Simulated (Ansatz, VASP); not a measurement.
# Sr2Ca3MgFe2Si24O57: VASP beside Ansatz, part 2 of 4

One calculation is typed for both programs; each brings its own data sets. How far apart do they land? Of the first pair: The structure shown is frame 20 of Ansatz's trajectory.

VASP 6.6.1 and Ansatz 0.2.0.

So far: The starting structure; Ansatz: dynamics, PBE.

## Step 3: VASP: single point, PBE, pair 1

Level of this step: PBE, spin-polarised from an antiferromagnetic start; plane waves and PAW (Si, Sr_sv, Mg, Ca_sv, Fe, O) (VASP).

The same cell, functional, mesh and smearing now go to VASP, with its own data sets.

Lines of VASP's logs that name or quote its potential files are left out, and so is its time.

INCAR

```
SYSTEM = Sr2Ca3MgFe2Si24O57
PREC = Accurate
ENCUT = 520
EDIFF = 1E-06
NELM = 200
ISMEAR = -1
SIGMA = 0.025
LREAL = Auto
ALGO = Normal
GGA = PE
NBANDS = 320
ISPIN = 2
MAGMOM = 0 0 0 0 0 -0 0 0 -0 0 0 -0 0 0 0 0 0 -0 0 0 -0 -0 0 0 0 -0 -0 -0 0 -0 -3.58 3.62 0 0 0 0 -0 -0 -0 0 0 0.03 -0 -0.17 -0 0 -0 0 0 -0 0.11 -0 0.15 -0 -0 0 -0 -0.01 -0 0.09 -0.03 0 -0 -0 -0.02 -0.16 0.01 0 0 0 -0.01 0 0 0 -0.04 -0.01 -0 0 -0.01 -0 0.14 0 -0.13 -0 -0 0 0.01 0 0
LASPH = .TRUE.
LMAXMIX = 4
LORBIT = 11
LWAVE = .FALSE.
LCHARG = .FALSE.
ISIF = 2
GGA_COMPAT = .FALSE.
NCORE = 2
```

POSCAR

```
Sr2Ca3MgFe2Si24O57
1.0
   10.5227000000      0.0000000000      0.0000000000
    0.0000000000     10.5227000000      0.0000000000
    0.0000000000      0.0000000000     10.5227000000
Si Sr Mg Ca Fe O
24 2 1 3 2 57
Direct
    0.7189599627      0.5565016583      0.6462029707
    0.9604474137      0.9393786766      0.2442053845
    0.2015167210      0.8950649548      0.9019263117
    0.3144440115      0.8949794254      0.6295722581
    0.8545145257      0.1607667234      0.1280279776
    0.3082858962      0.4766457278      0.7876685642
    0.4911952256      0.6785520826      0.7137046575
    0.0691742614      0.7368641128      0.5731798873
    0.2196394461      0.2723445504      0.1305083296
    0.4460262100      0.1291303563      0.5043002271
    0.9132732093      0.9528638087      0.9648189153
    0.5926805858      0.6518669163      0.0118695772
    0.8298060384      0.8392997995      0.6966177882
    0.5732369069      0.4386516769      0.2101836981
    0.7560131905      0.3989090253      0.4136961046
    0.5683427257      0.1436513442      0.2181474336
    0.0597945394      0.6419930246      0.2971955867
    0.9711480894      0.3696959906      0.0010168493
    0.8988092410      0.6631187813      0.0477634067
    0.2656352457      0.3717011794      0.5208073973
    0.0430687941      0.3588052496      0.3602877588
    0.7648892395      0.3066703413      0.8136694955
    0.4402007089      0.0402938409      0.9701502466
    0.3488173187      0.6024024252      0.3517158144
    0.6411567373      0.7903389814      0.4090014920
    0.1823581400      0.1851806095      0.7959269009
    0.0830205175      0.6438841742      0.8358311080
    0.3112319082      0.9220732322      0.2470753704
    0.7799519135      0.1158542960      0.4797627985
    0.3009398728      0.5826831517      0.0499966739
    0.4817964971      0.3173139974      0.9787031845
    0.6411282275      0.0491318768      0.7435924240
    0.9457078506      0.7344787935      0.9227479639
    0.9662444050      0.6908778165      0.1908065420
    0.0657530862      0.9722884811      0.9168369335
    0.4120900529      0.7459397303      0.3723474013
    0.4489627187      0.8236004067      0.6602773053
    0.3139308352      0.5054881352      0.4707537039
    0.0118790805      0.5036540052      0.3375559505
    0.5002613398      0.0410350956      0.1228867116
    0.2566546609      0.9614262499      0.7633307041
    0.8290552805      0.9301510069      0.8299580906
    0.2052705104      0.7451984757      0.9219781995
    0.4450663803      0.4340330904      0.8537162515
    0.2834063501      0.3576173416      0.6758531556
    0.6640691077      0.2867800089      0.4555294744
    0.8980774896      0.3083809288      0.4016934817
    0.9004152927      0.8805819799      0.1040417383
    0.3476484172      0.0060915925      0.5233352657
    0.7428036531      0.6605719064      0.0517737843
    0.5428929837      0.1117298792      0.6239083125
    0.1143622834      0.8931167856      0.2591065031
    0.5383409201      0.9731912912      0.8671538674
    0.5754036512      0.6048542674      0.5938589906
    0.4831269541      0.7275509137      0.0861946078
    0.8858087753      0.3124008097      0.1171847530
    0.5698537448      0.6780864227      0.8480142929
    0.2782935938      0.1372461441      0.1821775780
    0.2140040104      0.6211238560      0.2651980955
    0.7307059975      0.9371359062      0.6065648550
    0.5665276022      0.4980755890      0.0623509175
    0.8598553603      0.0970663423      0.9869140050
    0.1310310092      0.3264561377      0.2421051631
    0.3109468102      0.9429709105      0.0035257111
    0.5363737444      0.2892793675      0.1801153696
    0.3200224277      0.3871819970      0.0904615736
    0.3630627120      0.2561794977      0.4869757762
    0.0736217891      0.6123428398      0.6584241687
    0.7927718171      0.6876657132      0.6802531670
    0.7918404972      0.5250838663      0.5102112576
    0.1050870974      0.2824845334      0.0059965598
    0.1202257976      0.3182548205      0.4961559296
    0.2112575670      0.8063329754      0.5545154761
    0.7265435677      0.4423104336      0.7512140420
    0.6419265018      0.2655402131      0.9038364678
    0.3487793057      0.6180638049      0.7287388218
    0.4509298944      0.5125395573      0.2757657255
    0.9662253984      0.5256350556      0.0076881409
    0.1827382706      0.4817679873      0.8765430926
    0.7157478594      0.4749066304      0.2711566423
    0.7770534178      0.1920609729      0.7027568970
    0.9170269988      0.3301814173      0.8563961721
    0.3777642620      0.1770743250      0.9210468796
    0.7178290743      0.1447442196      0.2096800251
    0.0122497078      0.7192260541      0.4310300588
    0.9733053304      0.8529749969      0.6325562831
    0.8464082412      0.9027340892      0.3565054596
    0.9576534540      0.1000503673      0.2273275870
    0.5246182064      0.0901289593      0.3627681108
```

KPOINTS

```
Automatic mesh
0
Gamma
1 1 1
0 0 0
```

Potentials, in the order of the species: Si, Sr_sv, Mg, Ca_sv, Fe and O (PBE family, release 64).

On the command line:

```bash
> mpirun -np 8 vasp_gam
```

Numbers of over 12 decimals in the logs are rounded to 6 here.

Output:

```text
[banner, memory and clock lines left out]
running    8 mpi-ranks, on    1 nodes
[...]
LDA part: xc-table for (Slater+PW92), standard interpolation
 POSCAR, INCAR and KPOINTS ok, starting setup
[...]
entering main loop
       N       E                     dE             d eps       ncg     rms          rms(c)
DAV:   1     0.535973162594E+04    0.53597E+04   -0.29527E+05  1280   0.160E+03
DAV:   2    -0.167654966743E+03   -0.55274E+04   -0.52238E+04  1528   0.413E+02
DAV:   3    -0.742132366976E+03   -0.57448E+03   -0.56314E+03  1456   0.145E+02
DAV:   4    -0.768384374871E+03   -0.26252E+02   -0.25868E+02  1696   0.351E+01
[...]
DAV:  53    -0.667157996138E+03    0.56065E-05   -0.11822E-05  1632   0.195E-02    0.101E-02
DAV:  54    -0.667157994949E+03    0.11890E-05   -0.10884E-05  1584   0.217E-02    0.247E-03
DAV:  55    -0.667157995597E+03   -0.64890E-06   -0.60558E-06  1392   0.467E-03
   1 F= -.66715800E+03 E0= -.66715800E+03  d E =-.114739E-06  mag=    -0.0001
```

OUTCAR, selected parts (step 3):

```text
  Total      -25.1798293     -2.1432101    -18.1005766      3.2701589      4.4476835      6.3798508
  in kB      -34.6243634     -2.9470924    -24.8898010      4.4967410      6.1159355      8.7728265
  external PRESSURE =     -20.8204190 kB  Pullay stress =       0.0000000 kB

 POSITION                                       TOTAL-FORCE (eV/Angst)
 -----------------------------------------------------------------------------------
      7.56540      5.85590      6.79980         1.015063     -0.639945     -0.484404
     10.10650      9.88480      2.56970         0.385230     -1.777202      2.429035
      2.12050      9.41850      9.49070         0.926147     -0.258589      0.955133
      3.30880      9.41760      6.62480        -0.244699     -0.373132     -1.038982
      8.99180      1.69170      1.34720        -0.457783      0.241533      1.581703
      3.24400      5.01560      8.28840         0.493137     -0.792605     -0.739320
[...]
1.26510      3.34890      5.22090         0.436361      1.028100     -1.166463
      2.22300      8.48480      5.83500         0.039420      0.379054      1.041727
      7.64520      4.65430      7.90480        -0.483132      2.198097     -1.262788
      6.75480      2.79420      9.51080         1.052483     -0.039313      0.456564
      3.67010      6.50370      7.66830        -0.031598     -1.048287     -0.115221
      4.74500      5.39330      2.90180         0.938183     -0.470639      0.042921
     10.16730      5.53110      0.08090         0.210572     -1.911119      0.643176
[...]
-----------------------------------------------------------------------------------
    total drift:                                0.000289     -0.006124      0.001892

  FREE ENERGIE OF THE ION-ELECTRON SYSTEM (eV)
  ---------------------------------------------------
  free  energy   TOTEN  =      -667.1579955974 eV

  energy  without entropy=     -667.1579954827  energy(sigma->0) =     -667.15799554

 magnetization (x)
# of ion       s       p       d       tot
------------------------------------------
    1       -0.000  -0.000   0.000  -0.000
    2        0.000   0.000   0.000   0.000
    3        0.000   0.000   0.000   0.000
    4       -0.000  -0.000   0.000  -0.000
    5       -0.000  -0.000   0.000  -0.000
    6       -0.003  -0.006   0.000  -0.009
    7        0.000   0.000   0.000   0.000
    8       -0.000   0.000   0.000   0.000
    9       -0.000  -0.001   0.000  -0.001
   10        0.008   0.012   0.000   0.021
   11        0.000   0.000   0.000   0.001
   12       -0.000  -0.001   0.000  -0.001
   13       -0.000   0.001   0.000   0.001
[...]
--------------------------------------------------
tot          0.009  -0.001  -0.042  -0.035

[... 3 further parts left out ...]
[key lines of the parts left out:]
E-fermi :   3.3262
```

The magnetic state follows from one typed start and may not be the lowest.

## Step 4: Side by side

Known differences besides the potentials themselves: VASP starts from the moments at which Ansatz ended; the data sets hold 530 valence electrons in Ansatz (on its default PAW (the set named soft_2) files) and 506 in VASP; the cutoff is 420 eV in Ansatz and 520 eV in VASP (PREC = Accurate, projectors in real space). Total energies have different zeros and are not compared.

Forces on 10 of the 89 atoms, those with the largest forces and the largest differences (eV/Å; atoms numbered as in POSCAR):

| atom | Ansatz x, y, z | VASP x, y, z |
| --- | --- | --- |
| Si2 | 0.389, -1.764, 2.416 | 0.385, -1.777, 2.429 |
| Si11 | 0.839, -2.193, -1.844 | 0.843, -2.217, -1.923 |
| Si15 | 2.018, 0.301, -0.214 | 2.100, 0.377, -0.254 |
| Si17 | -0.599, 1.551, 3.188 | -0.600, 1.584, 3.199 |
| Si22 | -0.309, -2.196, -1.661 | -0.292, -2.177, -1.654 |
| O46 | -0.459, 1.381, -0.427 | -0.569, 1.335, -0.404 |
| O51 | -1.820, 1.230, -2.134 | -1.823, 1.241, -2.129 |
| O52 | -2.911, 0.550, -0.243 | -2.938, 0.523, -0.239 |
| O55 | 0.591, -0.431, -0.484 | 0.513, -0.361, -0.423 |
| O84 | 2.406, -0.525, -0.677 | 2.459, -0.524, -0.696 |

The forces differ by 31 meV/Å r.m.s., which is 3.1 % of the r.m.s. force of 0.996 eV/Å (both taken over all components). Moments aren't recorded for both runs of this pair, so they may hold unlike magnetic states.

## Step 5: Ansatz: dynamics, PBE

One frame of this run of dynamics is then solved in both programs, so the motion causes no difference.

The structure compared here is frame 40 of Ansatz's trajectory.

input.yaml

```yaml
crystal:
  lattice:
    - [10.5227, 0.0, 0.0]
    - [0.0, 10.5227, 0.0]
    - [0.0, 0.0, 10.5227]
  atoms:
    - { symbol: Si, position: [0.72651, 0.55933, 0.64587] }
    - { symbol: Si, position: [0.95708, 0.93359, 0.24512] }
    - { symbol: Si, position: [0.20732, 0.89777, 0.9034] }
    - { symbol: Si, position: [0.31767, 0.89981, 0.62277] }
    - { symbol: Si, position: [0.8529, 0.16306, 0.139] }
    - { symbol: Si, position: [0.30904, 0.47608, 0.78032] }
    - { symbol: Si, position: [0.48633, 0.6878, 0.71961] }
    - { symbol: Si, position: [0.07244, 0.74152, 0.57569] }
    - { symbol: Si, position: [0.21712, 0.26819, 0.13315] }
    - { symbol: Si, position: [0.44801, 0.13037, 0.49359] }
    - { symbol: Si, position: [0.91294, 0.95143, 0.95647] }
    - { symbol: Si, position: [0.59293, 0.65196, 0.00652] }
    - { symbol: Si, position: [0.83322, 0.83844, 0.70132] }
    - { symbol: Si, position: [0.56108, 0.44364, 0.20506] }
    - { symbol: Si, position: [0.75708, 0.39719, 0.40569] }
    - { symbol: Si, position: [0.56984, 0.1424, 0.22234] }
    - { symbol: Si, position: [0.05752, 0.64481, 0.29996] }
    - { symbol: Si, position: [0.97398, 0.36374, 0.99657] }
    - { symbol: Si, position: [0.89634, 0.65901, 0.04609] }
    - { symbol: Si, position: [0.26824, 0.36798, 0.51992] }
    - { symbol: Si, position: [0.03577, 0.35346, 0.36287] }
    - { symbol: Si, position: [0.76619, 0.30286, 0.80503] }
    - { symbol: Si, position: [0.45032, 0.03253, 0.97474] }
    - { symbol: Si, position: [0.34776, 0.60625, 0.35302] }
    - { symbol: Sr, position: [0.64313, 0.79538, 0.40829] }
    - { symbol: Sr, position: [0.17237, 0.19092, 0.80077] }
    - { symbol: Mg, position: [0.07412, 0.6236, 0.84609] }
    - { symbol: Ca, position: [0.3127, 0.92786, 0.24231] }
    - { symbol: Ca, position: [0.77891, 0.10386, 0.48192] }
    - { symbol: Ca, position: [0.29835, 0.59673, 0.05259] }
    - { symbol: Fe, position: [0.49049, 0.32322, 0.97488], spin: -5.0 }
    - { symbol: Fe, position: [0.64765, 0.04526, 0.73882], spin: 5.0 }
    - { symbol: O, position: [0.94509, 0.7361, 0.92683] }
    - { symbol: O, position: [0.96519, 0.67412, 0.18258] }
    - { symbol: O, position: [0.0685, 0.96636, 0.9249] }
    - { symbol: O, position: [0.4074, 0.73811, 0.38302] }
    - { symbol: O, position: [0.44602, 0.82485, 0.66522] }
    - { symbol: O, position: [0.29913, 0.50536, 0.45932] }
    - { symbol: O, position: [0.01881, 0.50079, 0.33556] }
    - { symbol: O, position: [0.51958, 0.05392, 0.11038] }
    - { symbol: O, position: [0.25421, 0.9509, 0.75973] }
    - { symbol: O, position: [0.8286, 0.92312, 0.8308] }
    - { symbol: O, position: [0.20438, 0.75176, 0.91658] }
    - { symbol: O, position: [0.43208, 0.42785, 0.84824] }
    - { symbol: O, position: [0.27437, 0.3754, 0.67114] }
    - { symbol: O, position: [0.65755, 0.29648, 0.44838] }
    - { symbol: O, position: [0.88924, 0.31312, 0.39029] }
    - { symbol: O, position: [0.89538, 0.89724, 0.10127] }
    - { symbol: O, position: [0.3429, 0.01359, 0.5249] }
    - { symbol: O, position: [0.74251, 0.66263, 0.0398] }
    - { symbol: O, position: [0.53492, 0.11274, 0.61327] }
    - { symbol: O, position: [0.09612, 0.88644, 0.25304] }
    - { symbol: O, position: [0.55199, 0.98729, 0.87466] }
    - { symbol: O, position: [0.58178, 0.61428, 0.62391] }
    - { symbol: O, position: [0.49319, 0.72373, 0.0889] }
    - { symbol: O, position: [0.88337, 0.30754, 0.11044] }
    - { symbol: O, position: [0.55754, 0.67914, 0.85829] }
    - { symbol: O, position: [0.27654, 0.14047, 0.17312] }
    - { symbol: O, position: [0.21492, 0.63064, 0.26564] }
    - { symbol: O, position: [0.72822, 0.91711, 0.61925] }
    - { symbol: O, position: [0.56659, 0.49881, 0.05994] }
    - { symbol: O, position: [0.86222, 0.09587, 0.9999] }
    - { symbol: O, position: [0.1289, 0.31553, 0.2496] }
    - { symbol: O, position: [0.32337, 0.94674, 0.98922] }
    - { symbol: O, position: [0.54221, 0.29088, 0.18336] }
    - { symbol: O, position: [0.321, 0.37193, 0.09319] }
    - { symbol: O, position: [0.36712, 0.25886, 0.4789] }
    - { symbol: O, position: [0.06945, 0.62074, 0.6614] }
    - { symbol: O, position: [0.79224, 0.69052, 0.69286] }
    - { symbol: O, position: [0.77386, 0.51008, 0.50874] }
    - { symbol: O, position: [0.10383, 0.27862, 0.01719] }
    - { symbol: O, position: [0.12462, 0.32749, 0.48482] }
    - { symbol: O, position: [0.20964, 0.80788, 0.57444] }
    - { symbol: O, position: [0.73448, 0.44051, 0.73847] }
    - { symbol: O, position: [0.65934, 0.27393, 0.90942] }
    - { symbol: O, position: [0.35652, 0.61076, 0.72776] }
    - { symbol: O, position: [0.45375, 0.51984, 0.27873] }
    - { symbol: O, position: [0.95922, 0.51432, 0.0078] }
    - { symbol: O, position: [0.1955, 0.48521, 0.87553] }
    - { symbol: O, position: [0.69362, 0.46094, 0.27914] }
    - { symbol: O, position: [0.77135, 0.18329, 0.71173] }
    - { symbol: O, position: [0.90933, 0.3259, 0.86372] }
    - { symbol: O, position: [0.40048, 0.16923, 0.92603] }
    - { symbol: O, position: [0.72274, 0.1396, 0.21372] }
    - { symbol: O, position: [0.03679, 0.71192, 0.43266] }
    - { symbol: O, position: [0.97219, 0.84339, 0.6409] }
    - { symbol: O, position: [0.85146, 0.91389, 0.35006] }
    - { symbol: O, position: [0.95799, 0.09184, 0.22441] }
    - { symbol: O, position: [0.5163, 0.09165, 0.35713] }
magnetization:
  spin_polarized: true
kpoints:
  mp_grid: { grid: [1, 1, 1] }
hamiltonian:
  xc: pbe
scf:
  occupations: { method: fermi_dirac, width: 0.025 }
  lower_state_search: "off"
output:
  forces: true
md:
  timestep: 1.0
  n_steps: 60
  ensemble: nvt_nose_hoover
  temperature: 600
  initial_velocities: maxwell_boltzmann
  seed: 6457
```

On the command line:

```bash
> ansatz run input.yaml --threads 4 --pin off --max-ram 8192MiB --backend cpu --events-out ev --progress --plain --runs-dir out
```

Output:

```text
[...]
Crystal: 89 atoms, lattice volume = 1165.149 Å³
Basis set: ecut = 420 eV, 22887 PW (Γ), exchange–correlation on 144×144×144 points (8 copies of the dense FFT grid, shifted against one another)
Bands: 359, of which v1, the nominal top of the filled ones, is band 265 counted from 1 (264 counted from 0)
Symmetry: 1 space group operations
k-points: 1
[...]
Starting moments: Σ|m| = 10 μB on 2 of 89 sites
[...]
atom   7  Si     0.02632984     0.00358047    -0.28823184
  atom   8  Si    -3.18375261    -0.65585776    -0.33200373
[...]
atom  86  O      0.32974859    -0.50131035    -0.64738679
  atom  87  O      1.92363411     0.30315696    -1.70971875
  atom  88  O     -0.18845144    -0.66236685     0.68525711
  atom  89  O     -0.85796758     0.20828722     1.30666755
  max |Σ_I F_I| component: 6.18e-5 eV/Å
--- MD trajectory: 60 steps, t = 0.0 → 60.0 fs ---
[...]
conserved energy: peak-to-peak 6.641e-3 eV (7.462e-5 eV/atom) over 60.0 fs
[key lines of the parts left out:]
Free energy (F): -71112.087442 eV
Fermi energy:    5.604480 eV
```

(Part 2 of 4 ends here.)

[Lines on the potential files, build, host, timing and source positions are cut from VASP's logs without a mark.]

[Logs are printed without paths, hosts, clocks, repeated set-up lines and the standing remarks that a program may print on its own settings, such as how far it seeks lower states.]

[Hosts, paths, dates, database ids (printed as entryN), source tags and the programs' standing remarks are cut or masked in the printed files.]
